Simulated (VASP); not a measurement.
A cell of NaF (rock salt) near equilibrium:

```
CELL_PARAMETERS angstrom
      0.00000     2.34605     2.34605
      2.34605     0.00000     2.34605
      2.34605     2.34605     0.00000
ATOMIC_POSITIONS crystal
  Na 0.00000 0.00000 0.00000
  F  0.50000 0.50000 0.50000
```

Method: PBE GGA, VASP's PBE PAW potentials (set 64) (plane waves; VASP).

```
run               ΔE (meV/atom)    σxx    σyy    σzz  largest shear component, with its sign (GPa)  gap (eV)
----------------  -------------  -----  -----  -----  --------------------------------------------  --------
as it is                    0.0   0.04   0.04   0.04                                          0.00      6.10
after one change            0.7  -1.25  -1.25  -1.25                                          0.00      5.95
```
Stress is in GPa, positive when the cell is compressed; gaps are those on the k-mesh, and 0.00 means metallic.

Problem. What was changed between the two runs?
(A) shear strain γ_xz = -4.0 %
(B) isotropic strain of -4.0 %
(C) isotropic strain of +1.0 %
(D) isotropic strain of +3.0 %

Solution. C, isotropic strain of +1.0 %

The compound is NaF in the rock salt structure.
